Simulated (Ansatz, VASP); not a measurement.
# Ta (Ta(210)): VASP beside Ansatz

Wanted: the spread between two codes on one cell, functional and k mesh. Of the first pair: The structure shown is the start of the Ansatz relaxation below; VASP solves that cell, so the two are compared at the walk's first step.

Program: Ansatz 0.2.0. Level of theory: plane waves, with VASP 6.6.1 beside it; single point at PBE with D3(BJ). Results are calculated unless marked as measured.

## Step 1: The starting structure

The cell holds 13 atoms: 13 Ta. Its edges and angles: a = 3.310 Å, b = 7.401 Å, c = 25.882 Å, α = 90.0°, β = 90.0°, γ = 90.0°. Vacuum lies along c.

## Step 2: Ansatz: relaxation, PBE with D3(BJ)

Ansatz runs on its default PAW (the set named soft_2) files.

The two programs are compared at the cell with which this relaxation starts, whose forces are those of its first step.

The input, input.yaml:

```yaml
crystal:
  lattice:
    - [3.31, 0.0, 0.0]
    - [0.0, 7.40138501, 0.0]
    - [0.0, 0.0, 25.8816620066]
  atoms:
    - { symbol: Ta, position: [0.5, 0.1, 0.3284178581] }
    - { symbol: Ta, position: [0.0, 0.8, 0.3570148817] }
    - { symbol: Ta, position: [0.5, 0.5, 0.3856119054] }
    - { symbol: Ta, position: [0.0, 0.2, 0.414208929] }
    - { symbol: Ta, position: [0.5, 0.9, 0.4428059527] }
    - { symbol: Ta, position: [0.0, 0.6, 0.4714029763] }
    - { symbol: Ta, position: [0.5, 0.3, 0.5] }
    - { symbol: Ta, position: [0.0, 0.0, 0.5285970237] }
    - { symbol: Ta, position: [0.5, 0.7, 0.5571940473] }
    - { symbol: Ta, position: [0.0, 0.4, 0.585791071] }
    - { symbol: Ta, position: [0.5, 0.1, 0.6143880946] }
    - { symbol: Ta, position: [0.0, 0.8, 0.6429851183] }
    - { symbol: Ta, position: [0.5, 0.5, 0.6715821419] }
kpoints:
  mp_grid: { grid: [8, 4, 1] }
hamiltonian:
  xc: pbe
  dispersion: d3bj
scf:
  occupations: { method: fermi_dirac, width: 0.1 }
  convergence: { dr2_threshold: 1.0e-08 }
efield:
  axis: 3
  dipole_correction: true
  ramp_position: 0.97
  ramp_width: 0.06
relax:
  f_tol: 0.015
  max_steps: 90
  constraints: [{ sites: [0, 1, 2, 3] }]
output:
  write_potential: true
  write_density: true
  volumetric_format: npy
```

On the command line:

```bash
$ ansatz run input.yaml --threads 4 --pin off --max-ram 6144MiB --backend cpu --events-out ev --progress --plain --runs-dir out
```

Numbers of over 12 decimals in the logs are rounded to 6 here.

Log:

```text
Engine: ansatz 0.2.0, x86_64-unknown-linux-gnu
Pseudopotentials: kind: paw
Pseudopotential: Ta, paw, valence charge 13, recommended cutoff 420 eV (normal), Ta.paw.azcp
Functional definition: PBE
  parameter kappa = 0.804
  parameter beta = 0.066725
  exchange = pbe_x(kappa = kappa, mu = beta*pi^2/3)
  correlation = pbe_c(beta = beta)
Crystal: 13 atoms, lattice volume = 634.064 Å³
Basis set: ecut = 420 eV, 12517 PW (Γ), exchange–correlation on 48×100×360 points (8 copies of the dense FFT grid, shifted against one another)
Bands: 102, of which v1, the nominal top of the filled ones, is band 85 counted from 1 (84 counted from 0)
Symmetry: 2 space group operations
k-points: 15 of 32 (time reversal used)
Non-local potential: Ta, projectors of the file, l = 0: 3, l = 1: 2, l = 2: 2, l = 3: 1
PAW form: soft (Blöchl's): semilocal exchange-correlation on the pseudo side does not see the compensation charge
PAW one-centre angular grid: Ta, 590 points (default); XC on 64 Gauss nodes
Initial density: superposition of atomic densities (neutral atoms: chi_scale 0, normalization atom), corrected by the library's trained network
Initial wavefunctions: pseudopotential atomic-orbital guess
Functional: x = pbe(κ = 0.804, μ = 0.219515), c = pbe(β = 0.066725)
SCF iter   1: F=—  HF=-129117.406424 eV  |F-HF|=—  |Δ(HF+E_count)|=         —  Δρ=5.44e-3  dr2=3.47e0  ethr=1.77e-3  p=0.000 e·Å  D=1.70e-13 V/Å  ΔV_dip=-0.00 eV  dr2_dipole=4.99e-7  V_vac-E_F(+/−)=4.42/4.42 eV  ⟨swp⟩=11.3  Hψ=7874  notcnv=0
efield: sawtooth ramp at fractional position 0.9700 (set: `efield.ramp_position`, or a place that a band, a saddle search or an elastic batch's reference lends), width 0.0600; the density the first Hamiltonian is built on has a dipole p = 0.000 e·Å; the dipole correction subtracts the counter field D = 1.70e-13 V/Å, which shifts the + side's vacuum level by -0.00 eV against the − side's; the planar-averaged density in the ramp window peaks in size at 2.2e-5 e/Å³
preconditioner: auto → LDOS  [metal: Δε(μ)=0.031 eV  Ē_g=3.510 eV  σ=0.100 eV  W_gap=0.08  n_scr=112 (ndim 8)  ℏωp=11.9 eV  f_vac=0.537  D(μ)=16.59/eV (n_scr^D=110)  β→1.0]
SCF iter   2: F=—  HF=-129117.288905 eV  |F-HF|=—  |Δ(HF+E_count)|=   1.18e-1  Δρ=1.79e-3  dr2=5.48e-2  ethr=1.77e-3  p=-0.000 e·Å  D=-7.55e-6 V/Å  ΔV_dip=0.00 eV  dr2_dipole=8.90e-7  V_vac-E_F(+/−)=4.07/4.07 eV  ⟨swp⟩=2.9  Hψ=1948  notcnv=0
SCF iter   3: F=—  HF=-129117.291762 eV  |F-HF|=—  |Δ(HF+E_count)|=   2.86e-3  Δρ=4.89e-4  dr2=9.84e-3  ethr=3.24e-5  p=0.000 e·Å  D=1.56e-6 V/Å  ΔV_dip=-0.00 eV  dr2_dipole=4.30e-9  V_vac-E_F(+/−)=4.06/4.06 eV  ⟨swp⟩=2.1  Hψ=2181  notcnv=0
SCF iter   4: F=—  HF=-129117.291778 eV  |F-HF|=—  |Δ(HF+E_count)|=   1.54e-5  Δρ=1.66e-4  dr2=4.47e-4  ethr=5.82e-6  p=0.000 e·Å  D=3.50e-7 V/Å  ΔV_dip=-0.00 eV  dr2_dipole=2.72e-10  V_vac-E_F(+/−)=4.03/4.03 eV  ⟨swp⟩=2.1  Hψ=2040  notcnv=0
SCF iter   5: F=—  HF=-129117.291804 eV  |F-HF|=—  |Δ(HF+E_count)|=   2.60e-5  Δρ=5.90e-5  dr2=4.43e-5  ethr=2.65e-7  p=0.000 e·Å  D=4.27e-7 V/Å  ΔV_dip=-0.00 eV  dr2_dipole=3.26e-12  V_vac-E_F(+/−)=4.02/4.02 eV  ⟨swp⟩=3.3  Hψ=3190  notcnv=0
SCF iter   6: F=—  HF=-129117.291845 eV  |F-HF|=—  |Δ(HF+E_count)|=   4.17e-5  Δρ=2.01e-5  dr2=4.09e-6  ethr=2.62e-8  p=0.000 e·Å  D=2.39e-7 V/Å  ΔV_dip=-0.00 eV  dr2_dipole=5.43e-12  V_vac-E_F(+/−)=4.02/4.02 eV  ⟨swp⟩=2.0  Hψ=2247  notcnv=0
SCF iter   7: F=—  HF=-129117.291481 eV  |F-HF|=—  |Δ(HF+E_count)|=   3.64e-4  Δρ=6.06e-6  dr2=6.34e-7  ethr=2.42e-9  p=0.000 e·Å  D=1.13e-7 V/Å  ΔV_dip=-0.00 eV  dr2_dipole=1.82e-13  V_vac-E_F(+/−)=4.02/4.02 eV  ⟨swp⟩=2.5  Hψ=2792  notcnv=0
SCF iter   8: F=—  HF=-129117.291481 eV  |F-HF|=—  |Δ(HF+E_count)|=   3.30e-7  Δρ=1.99e-6  dr2=4.39e-8  ethr=3.75e-10  p=0.000 e·Å  D=4.76e-8 V/Å  ΔV_dip=-0.00 eV  dr2_dipole=7.35e-14  V_vac-E_F(+/−)=4.02/4.02 eV  ⟨swp⟩=2.7  Hψ=2540  notcnv=0
SCF iter   9: F=-129117.291481 eV  HF=-129117.291481 eV  |F-HF|=1.00e-8  |Δ(HF+E_count)|=   8.98e-8  Δρ=6.83e-7  dr2=4.33e-9  ethr=5.92e-12  p=0.000 e·Å  D=1.42e-8 V/Å  ΔV_dip=-0.00 eV  dr2_dipole=3.09e-13  V_vac-E_F(+/−)=4.02/4.02 eV  ⟨swp⟩=11.2  Hψ=11534  notcnv=0
SCF 1 converged in 9 iterations: F = -129117.291481 eV  dr2 = 4.33e-9
  greatest PAW one-centre occupation: 0.999 electrons in one spin orbital (limit 2), on the Ta atom at site 3 (counted from 0), in its partial waves of l = 0
relax step   1: F+E_penalty+E_count = -129117.29148148 eV  Δ(F+E_penalty+E_count) = +0.000e0 eV  max|allowed force component| = 1.893e0 eV/Å  Δτ_max = 0.0000 Å  (9 SCF iters, accepted)
Initial density: handed on by an earlier stage of this run
Initial wavefunctions: those handed on with the density
iter 1 solved again at ethr=1.18e-3 eV; its pass at ethr=3.10e-3 eV (dr2=1.99e0 eV) is discarded
[...]
SCF converged after 6 iterations
Free energy (F): -129117.652931 eV
Harris-Foulkes:  -129117.652931 eV  (|F-HF|=1.19e-8)
Internal energy: -129117.102115 eV  (E = F + TS)
E sigma→0 (E₀):  -129117.377523 eV
Entropy (-TS):   -0.550816 eV (-42.370 meV/atom)
Fermi energy:    4.508946 eV
Dipole field:    D = -0.003668 V/Å  (p = -0.012852 e·Å, saw-weighted, corrected)
Work function:   Φ+ = 4.0919 eV   Φ− = 3.9970 eV
Levels:          The Fermi level and band energies are counted from a zero that moves with the ramp; work functions are not
--- Per-component energies (eV) ---
  E_band       = -3762.756469
  E_kinetic    = 4741.899036
  E_local      = -191173.673773  (includes V_loc(G=0)·N_el)
  E_nonlocal   = 195.306799
  E_hartree    = 93288.929114
  E_xc         = -2829.036037
  E_vxc        = -2637.950554  (∫ρ·V_xc dr)
  E_paw        = -109154.929621  (= ΣΔE_a)
  E_vpaw       = -1466.149940  (= ΣTr[D̂ρ^β])
  E_aug_tail   = 0.001875  (compensation charges beyond the density's cutoff)
  E_efield     = 0.000024  (sawtooth field / dipole correction)
  E_vefield    = -0.049488  (∫n·V_field dr)
  E_ewald      = 75820.601366
  E_disp       = -6.200896  (pairwise vdW)
  E_smearing   = -0.550816  (= −TS)
  E_closure    = -0.000000  (closes the sum)
  Σ components = -129117.652931   (vs F -129117.652931, Δ=0.00e0)
--- Forces (eV/Å), atoms counted from 1 ---
  atom   1  Ta     0.00000000    -0.37930327     1.85001681
  atom   2  Ta     0.00000000     0.73519902    -0.36804862
  atom   3  Ta     0.00000000    -0.03495384    -0.24709123
  atom   4  Ta     0.00000000    -0.32236642    -1.23350329
  atom   5  Ta     0.00000000     0.00198823     0.00097298
  atom   6  Ta     0.00000000    -0.00167845    -0.00234837
  atom   7  Ta     0.00000000    -0.00022721     0.00152717
  atom   8  Ta     0.00000000     0.00017335    -0.00122447
  atom   9  Ta     0.00000000     0.00115764     0.00305826
  atom  10  Ta     0.00000000     0.00284031    -0.00774919
  atom  11  Ta     0.00000000    -0.00018362     0.00235733
  atom  12  Ta     0.00000000    -0.00141352    -0.00345588
  atom  13  Ta     0.00000000    -0.00122941     0.00547940
  max |Σ_I F_I| component: 9.09e-6 eV/Å
--- Band table (eV; the first three rows and the last of 15) ---
  k-point 0: bands = [... 81 lower, 4.4890, 4.6068, 4.7239, 4.7832, 4.8851, 4.9854, 5.0204, 5.0584, ... 13 higher]
  k-point 1: bands = [... 81 lower, 4.5621, 4.8598, 4.9652, 5.0022, 5.0339, 5.0981, 5.1443, 5.2343, ... 13 higher]
  k-point 2: bands = [... 81 lower, 4.6450, 4.7309, 4.7792, 5.0116, 5.2400, 5.2693, 5.4792, 5.5449, ... 13 higher]
  k-point 14: bands = [... 81 lower, 4.0137, 4.2502, 4.2705, 4.3013, 4.4492, 4.5761, 4.9999, 5.1883, ... 13 higher]
--- Relaxed structure (6 steps of the walk, 6 accepted, 0 SCFs on fresh bases) ---
  F+E_penalty+E_count = -129117.65293119 eV   max|allowed force component| = 7.749e-3 eV/Å
  atoms:
    - { symbol: Ta, position: [0.500000, 0.100000, 0.328418] }
    - { symbol: Ta, position: [0.0, 0.800000, 0.357015] }
    - { symbol: Ta, position: [0.500000, 0.5, 0.385612] }
    - { symbol: Ta, position: [0.0, 0.200000, 0.414209] }
    - { symbol: Ta, position: [0.500000, 0.898885, 0.439620] }
    - { symbol: Ta, position: [0.0, 0.600979, 0.468005] }
    - { symbol: Ta, position: [0.500000, 0.297887, 0.497464] }
    - { symbol: Ta, position: [0.0, -0.00387235, 0.526948] }
    - { symbol: Ta, position: [0.500000, 0.698745, 0.554661] }
    - { symbol: Ta, position: [0.0, 0.395393, 0.581312] }
    - { symbol: Ta, position: [0.500000, 0.088782, 0.611258] }
    - { symbol: Ta, position: [0.0, 0.789717, 0.637850] }
    - { symbol: Ta, position: [0.500000, 0.495592, 0.657488] }
```

The column dr2 measures how far the density is from self-consistency, as an energy; F and HF (Harris–Foulkes) agree once it is small.

## Step 3: VASP: single point, PBE with D3(BJ), start cell, pair 1

The same cell, functional, mesh and smearing now go to VASP, with its own data sets.

Lines of VASP's logs that name or quote its potential files are left out, and so is its time.

The input, INCAR:

```
SYSTEM = Ta
PREC = Accurate
ENCUT = 400
EDIFF = 1E-06
NELM = 120
ISMEAR = -1
SIGMA = 0.1
LREAL = .FALSE.
ALGO = Normal
GGA = PE
IVDW = 12
NBANDS = 88
LASPH = .TRUE.
LORBIT = 11
LWAVE = .FALSE.
LCHARG = .FALSE.
ISIF = 2
LDIPOL = .TRUE.
IDIPOL = 3
DIPOL = 0.5 0.5 0.5
LVHAR = .TRUE.
GGA_COMPAT = .FALSE.
NELMDL = -8
KPAR = 4
```

The input, POSCAR:

```
Ta
1.0
    3.3100000000      0.0000000000      0.0000000000
    0.0000000000      7.4013850100      0.0000000000
    0.0000000000      0.0000000000     25.8816620066
Ta
13
Direct
    0.5000000000      0.1000000674      0.3284178581
    0.0000000000      0.8000000672      0.3570148624
    0.5000000000      0.5000000669      0.3856119053
    0.0000000000      0.2000000673      0.4142089290
    0.5000000000      0.9000000670      0.4428059526
    0.0000000000      0.6000000668      0.4714029763
    0.5000000000      0.3000000672      0.4999999999
    0.0000000000      0.0000000676      0.5285970235
    0.5000000000      0.7000000673      0.5571940471
    0.0000000000      0.4000000670      0.5857910708
    0.5000000000      0.1000000674      0.6143880944
    0.0000000000      0.8000000672      0.6429851373
    0.5000000000      0.5000000669      0.6715821417
```

The input, KPOINTS:

```
Automatic mesh
0
Gamma
8 4 1
0 0 0
```

The projector-augmented-wave data sets are Ta_pv (PBE family, release 64).

On the command line:

```bash
$ mpirun -np 4 vasp_std
```

Log:

```text
[banner, memory and clock lines left out]
running    4 mpi-ranks, on    1 nodes
 distrk:  each k-point on    1 cores,    4 groups
 distr:  one band on    1 cores,    1 groups

 POSCAR found type information on POSCAR Ta
 POSCAR found :  1 types and      13 ions
 LDA part: xc-table for (Slater+PW92), standard interpolation
 POSCAR, INCAR and KPOINTS ok, starting setup
 FFT: planning ... GRIDC
 FFT: planning ... GRID_SOFT
 FFT: planning ... GRID
 WAVECAR not read
 entering main loop
       N       E                     dE             d eps       ncg     rms          rms(c)
DAV:   1     0.109049835553E+04    0.10905E+04   -0.72317E+04  3392   0.118E+03
DAV:   2    -0.100476070448E+03   -0.11910E+04   -0.11621E+04  3040   0.354E+02
DAV:   3    -0.157184993895E+03   -0.56709E+02   -0.54077E+02  3352   0.653E+01
DAV:   4    -0.160094093700E+03   -0.29091E+01   -0.28498E+01  3720   0.122E+01
DAV:   5    -0.160197527998E+03   -0.10343E+00   -0.10265E+00  3632   0.202E+00
DAV:   6    -0.160203269736E+03   -0.57417E-02   -0.57202E-02  3752   0.404E-01
DAV:   7    -0.160203660079E+03   -0.39034E-03   -0.38962E-03  3640   0.851E-02
DAV:   8    -0.160203682237E+03   -0.22158E-04   -0.22132E-04  3248   0.181E-02    0.452E+01
DAV:   9    -0.177452082855E+03   -0.17248E+02   -0.17175E+02  3688   0.492E+01    0.291E+01
DAV:  10    -0.169123384531E+03    0.83287E+01   -0.32240E+02  3752   0.452E+01    0.263E+01
DAV:  11    -0.152181850280E+03    0.16942E+02   -0.90343E+01  3360   0.234E+01    0.113E+01
DAV:  12    -0.147369799111E+03    0.48121E+01   -0.17414E+01  3472   0.116E+01    0.661E+00
DAV:  13    -0.146297518437E+03    0.10723E+01   -0.22841E+00  3792   0.571E+00    0.449E+00
DAV:  14    -0.146006122555E+03    0.29140E+00   -0.42031E-01  3672   0.254E+00    0.357E+00
[...]
DAV:  28    -0.145532607286E+03   -0.21988E-04   -0.23017E-06  2048   0.255E-03    0.156E-03
DAV:  29    -0.145532615606E+03   -0.83209E-05   -0.95671E-07  2040   0.252E-03    0.596E-04
DAV:  30    -0.145532621920E+03   -0.63140E-05   -0.75720E-07  1984   0.138E-03    0.826E-04
DAV:  31    -0.145532627959E+03   -0.60381E-05   -0.22160E-07  1880   0.140E-03    0.367E-04
DAV:  32    -0.145532630983E+03   -0.30245E-05   -0.83094E-08  1768   0.606E-04    0.367E-04
DAV:  33    -0.145532634406E+03   -0.34231E-05   -0.97947E-08  1816   0.668E-04    0.117E-04
DAV:  34    -0.145532635677E+03   -0.12707E-05   -0.57906E-08  1744   0.299E-04    0.764E-05
DAV:  35    -0.145532635888E+03   -0.21136E-06   -0.18451E-08  1656   0.223E-04
   1 F= -.15163668E+03 E0= -.15134716E+03  d E =-.579056E+00
```

Parts of OUTCAR (step 3):

```text
ion  position               nearest neighbor table
   1  0.500  0.100  0.328-   2 2.87   2 2.87   4 2.87   4 2.87   3 3.31   5 3.31
   2  0.000  0.800  0.357-   1 2.87   1 2.87   3 2.87   3 2.87   5 2.87   5 2.87   4 3.31   6 3.31

  LATTYP: Found a simple orthorhombic cell.
 ALAT       =     3.3100000000
 B/A-ratio  =     2.2360679789
 C/A-ratio  =     7.8192332346

 Subroutine GETGRP returns: Found  4 space group operations
 (whereof  2 operations were pure point group operations)

The static configuration has the point symmetry C_1h.
 The point group associated with its full space group is C_2h.

 Found     15 irreducible k-points:

   k-points           NKPTS =     15   k-points in BZ     NKDIM =     15   number of bands    NBANDS=     88

   dimension x,y,z NGX =    24 NGY =   48 NGZ =  180
   dimension x,y,z NGXF=    48 NGYF=   96 NGZF=  360

   ENCUT  =  400.0 eV  29.40 Ry    5.42 a.u.   5.40 12.07 42.21*2*pi/ulx,y,z

   NELECT =     143.0000    total number of electrons

 k-points in reciprocal lattice and weights: Automatic mesh
   0.00000000  0.00000000  0.00000000       0.031
   0.12500000  0.00000000  0.00000000       0.062
   0.25000000  0.00000000  0.00000000       0.062
   0.37500000  0.00000000  0.00000000       0.062
   0.50000000  0.00000000  0.00000000       0.031
   0.00000000  0.25000000  0.00000000       0.062
   0.12500000  0.25000000  0.00000000       0.125
   0.25000000  0.25000000  0.00000000       0.125
   0.37500000  0.25000000  0.00000000       0.125
[...]
0.37500000  0.50000000  0.00000000       0.062
   0.50000000  0.50000000  0.00000000       0.031

 dipolmoment           0.000000      0.000000      0.000001 electrons x Angstroem

 average (electrostatic) potential at core
       1 -43.3683       2 -42.8150       3 -42.7797       4 -42.4167       5 -42.3687
       6 -42.3745       7 -42.3360       8 -42.3745       9 -42.3687      10 -42.4167
      11 -42.7797      12 -42.8150      13 -43.3683

 E-fermi :  -0.3251

 k-point     1 :       0.0000    0.0000    0.0000
  band No.  band energies     occupation
    ...
     65      -0.7512      1.97218
     66      -0.4524      1.56243
     67      -0.3891      1.30938
     68      -0.2876      0.81490
     69      -0.2639      0.70327
     70      -0.1801      0.37985
     71      -0.1388      0.26875
     72       0.0331      0.05415
     73       0.0882      0.03155
     74       0.0955      0.02936
    ...

 k-point     2 :       0.1250    0.0000    0.0000
  band No.  band energies     occupation
    ...
     68      -0.5099      1.72770
     69      -0.4992      1.70154
     70      -0.4077      1.39095
     71      -0.3343      1.04590
     72      -0.2750      0.75453
     73      -0.1381      0.26718
     74      -0.0384      0.10760
     75       0.0806      0.03401
     76       0.2491      0.00640
     77       0.4239      0.00112
    ...

 k-point     3 :       0.2500    0.0000    0.0000
  band No.  band energies     occupation
    ...
     71      -0.7575      1.97385
     72      -0.6819      1.94510
     73      -0.6093      1.88982
     74      -0.3528      1.13783
     75      -0.2588      0.68002
     76      -0.1917      0.41686
     77       0.3044      0.00368
     78       0.3225      0.00307
     79       0.8014      0.00003
     80       0.9424      0.00001
    ...

 Edisp (eV)   -6.10405

  Total     -20.13754   -17.47302   -11.98378     0.00000    -0.36177     0.00000
  in kB     -50.88429   -44.15150   -30.28107     0.00000    -0.91414     0.00000
  external pressure =      -41.77 kB  Pullay stress =        0.00 kB

  energy-cutoff  :      400.00
  volume of cell :      634.06
      direct lattice vectors                 reciprocal lattice vectors
     3.310000000  0.000000000  0.000000000     0.302114804  0.000000000  0.000000000
     0.000000000  7.401385010  0.000000000     0.000000000  0.135109848  0.000000000
     0.000000000  0.000000000 25.881662007     0.000000000  0.000000000  0.038637395

 POSITION                                       TOTAL-FORCE (eV/Angst)
 -----------------------------------------------------------------------------------
      1.65500      0.74014      8.50000         0.000000     -0.473333      1.891484
      0.00000      5.92111      9.24014         0.000000      0.743470      0.049523
      1.65500      3.70069      9.98028         0.000000      0.020221      0.018741
      0.00000      1.48028     10.72042         0.000000     -0.231957     -0.816972
      1.65500      6.66125     11.46055         0.000000     -0.084976     -0.491167
      0.00000      4.44083     12.20069         0.000000      0.151949     -0.268851
      1.65500      2.22042     12.94083         0.000000      0.000000     -0.000000
      0.00000      0.00000     13.68097         0.000000     -0.151949      0.268851
      1.65500      5.18097     14.42111         0.000000      0.084976      0.491167
      0.00000      2.96055     15.16125         0.000000      0.231957      0.816972
      1.65500      0.74014     15.90139         0.000000     -0.020221     -0.018741
      0.00000      5.92111     16.64152         0.000000     -0.743470     -0.049523
      1.65500      3.70069     17.38166         0.000000      0.473333     -1.891484
 -----------------------------------------------------------------------------------
    total drift:                                0.000000     -0.000016      0.000080

  FREE ENERGIE OF THE ION-ELECTRON SYSTEM (eV)
  ---------------------------------------------------
  free  energy   TOTEN  =      -151.6366847148 eV

  energy  without entropy=     -151.0576289920  energy(sigma->0) =     -151.34715685

 vacuum level on the upper side and lower side of the slab         3.693         3.693

 total charge
# of ion       s       p       d       tot
------------------------------------------
    1        0.383   6.041   2.294   8.718
    2        0.374   6.102   2.331   8.807
    3        0.369   6.111   2.338   8.818
    4        0.372   6.164   2.373   8.909
    5        0.368   6.174   2.365   8.907
    6        0.369   6.177   2.360   8.906
    7        0.367   6.172   2.377   8.917
    8        0.369   6.177   2.360   8.906
    9        0.368   6.174   2.365   8.907
   10        0.372   6.164   2.373   8.909
   11        0.369   6.111   2.338   8.818
   12        0.374   6.102   2.331   8.807
   13        0.383   6.041   2.294   8.718
--------------------------------------------------
tot          4.836  79.711  30.501 115.048

[... 3 further parts left out ...]
```

Dispersion corrections of this kind ignore metallic screening and tend to overbind metals.

(Continued in part 2 of 2.)

[Lines on the potential files, build, host, timing and source positions are cut from VASP's logs without a mark.]

[Logs are printed without paths, hosts, clocks, repeated set-up lines and the standing remarks that a program may print on its own settings, such as how far it seeks lower states.]

[Hosts, paths, dates, database ids (printed as entryN), source tags and the programs' standing remarks are cut or masked in the printed files.]
